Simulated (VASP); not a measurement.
An input for Quantum ESPRESSO's pw.x (written as the equivalent of a VASP run, and not itself run):

```
&CONTROL
  calculation = 'vc-relax'
  pseudo_dir = './pseudo'
  outdir = './out'
  tprnfor = .true.
  tstress = .true.
  nstep = 60
  forc_conv_thr = 0.00078
/
&SYSTEM
  ibrav = 0
  nat = 4
  ntyp = 2
  ecutwfc = 78
  occupations = 'smearing'
  smearing = 'methfessel-paxton'
  degauss = 0.00735
  input_dft = 'vdw-df2'
/
&ELECTRONS
  conv_thr = 7.3e-08
  electron_maxstep = 100
/
&IONS
/
&CELL
/
ATOMIC_SPECIES
  Sc 44.956 Sc.upf
  Al 26.982 Al.upf
CELL_PARAMETERS angstrom
     4.1366813    0.0000000   -0.0000000
     0.0000000    4.1366813    0.0000000
    -0.0000000   -0.0000000    4.1366813
ATOMIC_POSITIONS crystal
  Sc   0.0000000  0.0000000  0.0000000
  Al   0.0000000  0.5000000  0.5000000
  Al   0.5000000  0.0000000  0.5000000
  Al   0.5000000  0.5000000  0.0000000
K_POINTS automatic
  7 7 7 0 0 0
```

Task: Write the VASP files for the same calculation (vdW-DF2).

Result: Several could match; the one computed here: 
INCAR:
```
SYSTEM = Al3Sc
PREC = Accurate
ENCUT = 520
EDIFF = 1E-6
NELM = 100
ALGO = Normal
LREAL = .FALSE.
LASPH = .TRUE.
ISMEAR = 1
SIGMA = 0.1
GGA = ML
ZAB_VDW = -1.8867
LUSE_VDW = .TRUE.
AGGAC = 0.0
LMAXMIX = 4
LWAVE = .FALSE.
LCHARG = .FALSE.
IBRION = 2
ISIF = 3
NSW = 60
EDIFFG = -0.02
```

File KPOINTS:
```
Automatic
0
Gamma
 7 7 7
```

### POSCAR
```
Al3Sc
1.0
  4.1366812706   0.0000000000   0.0000000000
  0.0000000000   4.1366812706   0.0000000000
  0.0000000000   0.0000000000   4.1366812706
Sc Al
1 3
direct
  0.0000000000   0.0000000000   0.0000000000
  0.0000000000   0.5000000000   0.5000000000
  0.5000000000   0.0000000000   0.5000000000
  0.5000000000   0.5000000000   0.0000000000
```

POTCAR, in this order: Sc_sv Al (PBE.64 set). Program: vasp_std.

Limits of the translation: the potentials are each code's own (VASP's PAW set, PseudoDojo norm-conserving files in pw.x), so ENCUT and ecutwfc are chosen apart and not converted; conv_thr bounds pw.x's estimated SCF error, while EDIFF bounds the energy change between steps; forc_conv_thr acts on force components and is met together with etot_conv_thr.

The compound is Al3Sc in the L1_2 structure. It was relaxed first. The start is the result of an earlier pass.
